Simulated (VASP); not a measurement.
The system is InSb.

```
CELL_PARAMETERS angstrom
0.00000 3.23910 3.23910
3.23910 0.00000 3.23910
3.23910 3.23910 0.00000
ATOMIC_POSITIONS crystal
In 0.00000 0.00000 0.00000
Sb 0.75000 0.75000 0.75000
```

- Program: VASP 6.6.1
- Task: relaxation of cell and atoms
- Functional: PBE
- Potentials or basis: VASP PAW PBE potentials, release 64 (In_d, Sb)
- Cutoff: 520 eV
- k mesh: 12 × 12 × 12
- Occupations: gaussian, width 0.1 eV
- Spin: no spin polarisation

At the start: pressure 3.1 GPa; volume 33.98 Å³/atom.

Question: How do energy, volume and symmetry change on relaxing?

Answer: Over 3 steps the energy falls by 22.8 meV/atom and the volume is 36.48 Å³/atom (+7.4 %); space group F-43m (No. 216, to 0.05 Å).

The path:
| step | energy change (eV) | largest force (eV/Å) | pressure (GPa) | volume (Å³) |
| --- | --- | --- | --- | --- |
| 1 | 0.0000 | 0.0000 | 3.12 | 67.97 |
| 2 | -0.0412 | 0.0000 | -0.81 | 74.68 |
| 3 | -0.0455 | 0.0000 | 0.02 | 72.97 |

Final structure:
```
In Sb
1.0
     0.00000    3.31665    3.31665
     3.31665    0.00000    3.31665
     3.31665    3.31665    0.00000
In Sb
1 1
Direct
  0.00000 0.00000 0.00000
  0.75000 0.75000 0.75000
```
